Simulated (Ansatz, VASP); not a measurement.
**Zn3Sb4O6F6: VASP beside Ansatz**

Wanted: the spread between two codes on one cell, functional and k mesh. The cell is taken from a series of runs on this material, whose earlier steps may have relaxed, scaled, displaced or heated it; both programs get it as it stands.

Main program and level: Ansatz 0.2.0; plane waves, with VASP 6.6.1 beside it; dielectric response at PBE.

## Step 1: The structure

The structure is cubic, space group I-43m (No. 217). The conventional cell has a = 8.129 Å, b = 8.129 Å, c = 8.129 Å, α = 90.00°, β = 90.00°, γ = 90.00°. Nearest to Zn lie 2 O at 2.02 Å and 4 F at 2.03 Å. Nearest to Sb lie 3 O at 2.01 Å. O has 2 Sb at 2.01 Å and 1 Zn at 2.02 Å nearest. Nearest to F lie 2 Zn at 2.03 Å. Farther neighbours and most contacts between anions are not listed.

## Step 2: Ansatz: dielectric response, PBE

Ansatz runs on its PAW soft_1 files.

The response to a field tests empty states and converges slowly with the mesh.

input.yaml

```yaml
crystal:
  lattice:
    - [-4.06455, 4.06455, 4.06455]
    - [4.06455, -4.06455, 4.06455]
    - [4.06455, 4.06455, -4.06455]
  atoms:
    - { symbol: Zn, position: [0.0, 0.5, 0.5] }
    - { symbol: Zn, position: [0.5, 0.0, 0.5] }
    - { symbol: Zn, position: [0.5, 0.5, 0.0] }
    - { symbol: Sb, position: [0.3263421628, 0.0, 0.0] }
    - { symbol: Sb, position: [0.0, 0.0, 0.3263421628] }
    - { symbol: Sb, position: [0.0, 0.3263421628, 0.0] }
    - { symbol: Sb, position: [0.6736578372, 0.6736578372, 0.6736578372] }
    - { symbol: O, position: [0.0, 0.7488176488, 0.7488176488] }
    - { symbol: O, position: [0.2511823512, 0.0, 0.2511823512] }
    - { symbol: O, position: [0.0, 0.2511823512, 0.2511823512] }
    - { symbol: O, position: [0.7488176488, 0.0, 0.7488176488] }
    - { symbol: O, position: [0.2511823512, 0.2511823512, 0.0] }
    - { symbol: O, position: [0.7488176488, 0.7488176488, 0.0] }
    - { symbol: F, position: [0.25, 0.75, 0.5] }
    - { symbol: F, position: [0.75, 0.25, 0.5] }
    - { symbol: F, position: [0.5, 0.25, 0.75] }
    - { symbol: F, position: [0.5, 0.75, 0.25] }
    - { symbol: F, position: [0.75, 0.5, 0.25] }
    - { symbol: F, position: [0.25, 0.5, 0.75] }
kpoints:
  mp_grid: { grid: [4, 4, 4] }
hamiltonian:
  xc: pbe
  pseudopotentials: { kind: paw, azcp: { folder: soft_1 } }
scf:
  occupations: { method: fixed }
dielectric: {}
```

On the command line:

```console
> ansatz run input.yaml --threads 2 --pin off --max-ram 92160MiB --backend cuda --events-out ev --progress --plain --runs-dir out --devices 1 --max-vram 13GiB
```

Numbers of over 12 decimals in the logs are rounded to 6 here.

What it wrote:

```text
GPUs: using 1 of 1 available (devices: 1).
Engine: ansatz 0.2.0, x86_64-unknown-linux-gnu
Pseudopotentials: kind: paw
Pseudopotential: Zn, paw, valence charge 12, recommended cutoff 420 eV (normal), soft_1/Zn.paw.azcp
Pseudopotential: Sb, paw, valence charge 15, recommended cutoff 420 eV (normal), soft_1/Sb.paw.azcp
Pseudopotential: O, paw, valence charge 6, recommended cutoff 420 eV (normal), soft_1/O.paw.azcp
Pseudopotential: F, paw, valence charge 7, recommended cutoff 420 eV (normal), soft_1/F.paw.azcp
Functional definition: PBE
  parameter kappa = 0.804
  parameter beta = 0.066725
  exchange = pbe_x(kappa = kappa, mu = beta*pi^2/3)
  correlation = pbe_c(beta = beta)
device memory: the entry about to start is reckoned to put 3.7 GiB on a device that reports 42.2 GiB free (of which the cap on the GPU budget leaves the run 13.0 GiB)
GPU FFT provider: cuFFT
GPU libraries: cuBLAS 13.8.2, cuFFT 12.4.0, cuSOLVER 12.3.4
Crystal: 19 atoms, lattice volume = 268.595 Å³
Basis set: ecut = 420 eV, 5281 PW (Γ), exchange–correlation on 96×96×96 points (8 copies of the dense FFT grid, shifted against one another)
Bands: 106, of which v1, the nominal top of the filled ones, is band 87 counted from 1 (86 counted from 0)
Symmetry: 24 space group operations
k-points: 18 of 64 (irreducible under 4 space group operations, time reversal used)
Non-local potential: Zn, projectors of the file, l = 0: 2, l = 1: 2, l = 2: 3, l = 3: 1
Non-local potential: Sb, projectors of the file, l = 0: 2, l = 1: 2, l = 2: 2, l = 3: 1
Non-local potential: O, projectors of the file, l = 0: 2, l = 1: 2, l = 2: 1
Non-local potential: F, projectors of the file, l = 0: 2, l = 1: 2, l = 2: 1
PAW form: soft (Blöchl's): semilocal exchange-correlation on the pseudo side does not see the compensation charge
PAW one-centre angular grid: Zn, 590 points (default); XC on 64 Gauss nodes
PAW one-centre angular grid: Sb, 590 points (default); XC on 64 Gauss nodes
PAW one-centre angular grid: O, 110 points (default); XC on 64 Gauss nodes
PAW one-centre angular grid: F, 110 points (default); XC on 64 Gauss nodes
Initial density: superposition of atomic densities (chi_scale 0.1, normalization cell, long waves kept (reshape's long-wave potential 0.30 eV rms))
Initial wavefunctions: pseudopotential atomic-orbital guess
GPU buffer pool allocated for 110592 grid points (all kernels)
GPU transforms: local potential and band sums: pruned to the plane-wave sphere, on 48×48×48
Functional: x = pbe(κ = 0.804, μ = 0.219515), c = pbe(β = 0.066725)
SCF iter   1: F=—  HF=-44169.890670 eV  |F-HF|=—  |Δ(HF+E_count)|=         —  Δρ=1.78e-1  dr2=7.51e1  ethr=3.10e-3  ⟨swp⟩=4.0  Hψ=7034  notcnv=0  defer=273
preconditioner: auto → Resta (q_TF=auto, 2.538 Å⁻¹)  ε∞=4.9  [insulator: Δε(μ)=0.823 eV  Ē_g=13.291 eV  n_scr=78 (ndim 8)  ℏωp=26.2 eV  f_vac=0.021  ε∞_Penn≈4.9]
SCF iter   2: F=—  HF=-44154.574082 eV  |F-HF|=—  |Δ(HF+E_count)|=    1.53e1  Δρ=7.44e-2  dr2=7.81e0  ethr=3.10e-3  ⟨swp⟩=3.9  Hψ=4494  notcnv=0  defer=302
SCF iter   3: F=—  HF=-44152.610419 eV  |F-HF|=—  |Δ(HF+E_count)|=    1.96e0  Δρ=2.64e-2  dr2=1.73e0  ethr=3.10e-3  ⟨swp⟩=2.0  Hψ=3472  notcnv=0  defer=272
SCF iter   4: F=—  HF=-44152.207202 eV  |F-HF|=—  |Δ(HF+E_count)|=   4.03e-1  Δρ=8.28e-3  dr2=2.13e-1  ethr=9.93e-4  ⟨swp⟩=2.0  Hψ=3153  notcnv=0  defer=303
SCF iter   5: F=—  HF=-44152.209315 eV  |F-HF|=—  |Δ(HF+E_count)|=   2.11e-3  Δρ=4.84e-3  dr2=3.59e-2  ethr=1.23e-4  ⟨swp⟩=2.9  Hψ=2678  notcnv=0  defer=306
SCF iter   6: F=—  HF=-44152.187830 eV  |F-HF|=—  |Δ(HF+E_count)|=   2.15e-2  Δρ=2.27e-3  dr2=8.43e-3  ethr=2.06e-5  ⟨swp⟩=2.0  Hψ=3168  notcnv=0  defer=306
SCF iter   7: F=—  HF=-44152.186316 eV  |F-HF|=—  |Δ(HF+E_count)|=   1.51e-3  Δρ=4.48e-4  dr2=5.28e-4  ethr=4.84e-6  ⟨swp⟩=2.0  Hψ=2647  notcnv=0  defer=306
SCF iter   8: F=—  HF=-44152.187222 eV  |F-HF|=—  |Δ(HF+E_count)|=   9.06e-4  Δρ=3.11e-4  dr2=2.07e-4  ethr=3.03e-7  ⟨swp⟩=2.0  Hψ=2826  notcnv=0  defer=306
SCF iter   9: F=—  HF=-44152.186281 eV  |F-HF|=—  |Δ(HF+E_count)|=   9.41e-4  Δρ=1.05e-4  dr2=2.17e-5  ethr=1.19e-7  ⟨swp⟩=2.0  Hψ=2813  notcnv=0  defer=232
SCF iter  10: F=—  HF=-44152.187132 eV  |F-HF|=—  |Δ(HF+E_count)|=   8.51e-4  Δρ=2.61e-5  dr2=1.12e-6  ethr=1.25e-8  ⟨swp⟩=2.0  Hψ=2881  notcnv=0  defer=232
SCF iter  11: F=—  HF=-44152.187134 eV  |F-HF|=—  |Δ(HF+E_count)|=   1.66e-6  Δρ=1.07e-5  dr2=2.27e-7  ethr=6.43e-10  ⟨swp⟩=2.0  Hψ=3207  notcnv=0  defer=232
SCF iter  12: F=—  HF=-44152.187134 eV  |F-HF|=—  |Δ(HF+E_count)|=   1.36e-7  Δρ=1.91e-6  dr2=1.23e-8  ethr=1.30e-10  ⟨swp⟩=2.0  Hψ=3242  notcnv=0  defer=232
SCF iter  13: F=—  HF=-44152.187134 eV  |F-HF|=—  |Δ(HF+E_count)|=   2.12e-8  Δρ=5.33e-7  dr2=1.16e-9  ethr=7.05e-12  ⟨swp⟩=2.0  Hψ=2774  notcnv=0  defer=232
SCF iter  14: F=—  HF=-44152.187134 eV  |F-HF|=—  |Δ(HF+E_count)|=   1.27e-9  Δρ=2.61e-7  dr2=1.51e-10  ethr=1.00e-12  ⟨swp⟩=2.0  Hψ=2666  notcnv=0  defer=232
[...]
SCF iter   7: F=-44150.483458 eV  HF=-44150.483458 eV  |F-HF|=1.00e-8  |Δ(HF+E_count)|=   1.36e-8  Δρ=1.69e-6  dr2=8.87e-9  ethr=6.27e-11
SCF 1 converged in 7 iterations: F = -44150.483458 eV  dr2 = 8.87e-9
  greatest PAW one-centre occupation: 0.997 electrons in one spin orbital (limit 2), on the Sb atom at site 4 (counted from 0), in its partial waves of l = 2
device memory: the entry about to start is reckoned to put 0.1 GiB (of the 0.2 GiB reckoned in all, the device holds 0.1 GiB already) on a device that reports 51.3 GiB free (of which the cap on the GPU budget leaves the run 12.8 GiB)
device memory: the entry about to start is reckoned to put 3.1 GiB (of the 3.2 GiB reckoned in all, the device holds 0.1 GiB already) on a device that reports 51.1 GiB free (of which the cap on the GPU budget leaves the run 12.5 GiB)
DFPT response loops at Γ: preconditioner auto → Resta (q_TF=auto, 2.538 Å⁻¹)  ε∞=4.4 (no band partly filled); β = 1.00, the filter's whole step (`scf.mixing.beta` (0.50) is not read by the response loops at its default; to damp them type it under 1.00, their step now; it binds the ground state too); Broyden in place of MSR1
SCF converged after 15 iterations
Free energy (F): -44152.187134 eV
Harris-Foulkes:  -44152.187134 eV  (|F-HF|=3.64e-11)
Internal energy: -44152.187134 eV  (E = F + TS)
E sigma→0 (E₀):  -44152.187134 eV
Fermi energy:    6.305322 eV
--- Per-component energies (eV) ---
  E_band       = -859.372532
  E_kinetic    = 3287.751429
  E_local      = -18301.208557  (includes V_loc(G=0)·N_el)
  E_nonlocal   = 4882.766509
  E_hartree    = 7158.093879
  E_xc         = -1520.457960
  E_vxc        = -1653.819359  (∫ρ·V_xc dr)
  E_paw        = -26080.114734  (= ΣΔE_a)
  E_vpaw       = -3391.058966  (= ΣTr[D̂ρ^β])
  E_aug_tail   = 0.008719  (compensation charges beyond the density's cutoff)
  E_ewald      = -13579.026419
  E_smearing   = -0.000000  (= −TS)
  E_closure    = -0.000000  (closes the sum)
  Σ components = -44152.187134   (vs F -44152.187134, Δ=0.00e0)
--- Band table (eV; the first three rows and the last of 18) ---
  k-point 0: bands = [... 83 lower, 5.6341, 6.1510, 6.3053, 6.3053, 10.3950, 10.3950, 11.0756, 11.0756, ... 15 higher]
  k-point 1: bands = [... 83 lower, 5.6920, 5.9147, 6.1325, 6.1797, 10.2466, 10.3599, 10.8741, 10.9945, ... 15 higher]
  k-point 2: bands = [... 83 lower, 5.6198, 5.6898, 5.7228, 6.0594, 10.0486, 10.3421, 10.6867, 10.9952, ... 15 higher]
  k-point 17: bands = [... 83 lower, 5.7889, 5.7889, 6.2541, 6.2541, 9.1249, 9.1249, 11.3701, 11.5182, ... 15 higher]
--- Dielectric response (ions clamped): 3 representative field directions + reference, inside a basis on a mesh of 64 k-points (Σ response iterations 18) ---
  ε∞ (high-frequency dielectric tensor):
        3.769750     0.000000    -0.000000
        0.000000     3.769750    -0.000000
       -0.000000    -0.000000     3.769750
  Born effective charges Z* (e; rows j = field, columns β = displacement):
    site 0:
         2.90943    0.00000    0.00000
         0.00000    2.25780   -0.00000
         0.00000   -0.00000    2.25780
    site 1:
         2.25780    0.00000   -0.00000
         0.00000    2.90943   -0.00000
        -0.00000   -0.00000    2.25780
    site 2:
         2.25780    0.00000   -0.00000
         0.00000    2.25780   -0.00000
        -0.00000   -0.00000    2.90943
    site 3:
         3.29867    0.15808    0.15808
         0.15808    3.29867   -0.15808
         0.15808   -0.15808    3.29867
    site 4:
         3.29867   -0.15808    0.15808
        -0.15808    3.29867    0.15808
         0.15808    0.15808    3.29867
    site 5:
         3.29867    0.15808   -0.15808
         0.15808    3.29867    0.15808
        -0.15808    0.15808    3.29867
    site 6:
         3.29867   -0.15808   -0.15808
        -0.15808    3.29867   -0.15808
        -0.15808   -0.15808    3.29867
    site 7:
[...]
site 8:
[...]
site 9:
[...]
site 10:
[...]
site 11:
[...]
site 12:
[...]
site 13:
[...]
site 14:
[...]
site 15:
[...]
site 16:
[...]
0.00000   -1.35498    0.15622
         0.00000   -0.15622   -1.35498
    site 17:
        -1.35498    0.00000    0.15622
         0.00000   -1.79323    0.00000
        -0.15622    0.00000   -1.35498
    site 18:
        -1.35498    0.00000   -0.15622
         0.00000   -1.79323    0.00000
         0.15622    0.00000   -1.35498
  Z* charge neutrality: 2.690e-2 e pre-enforcement
  solved inside a basis spanned on kpoints, on 4×4×4 k-points, taken by the longest dipole's decay: ε∞ is read to err by 1.8e-2, Z* by 8.9e-2 e (field_mesh: kpoints solves on kpoints); Z* is corrected for what the basis lacks
```

(Continued in part 2 of 3.)

[Lines on the potential files, build, host, timing and source positions are cut from VASP's logs without a mark.]

[Logs are printed without paths, hosts, clocks, repeated set-up lines and the standing remarks that a program may print on its own settings, such as how far it seeks lower states.]

[Hosts, paths, dates, database ids (printed as entryN), source tags and the programs' standing remarks are cut or masked in the printed files.]
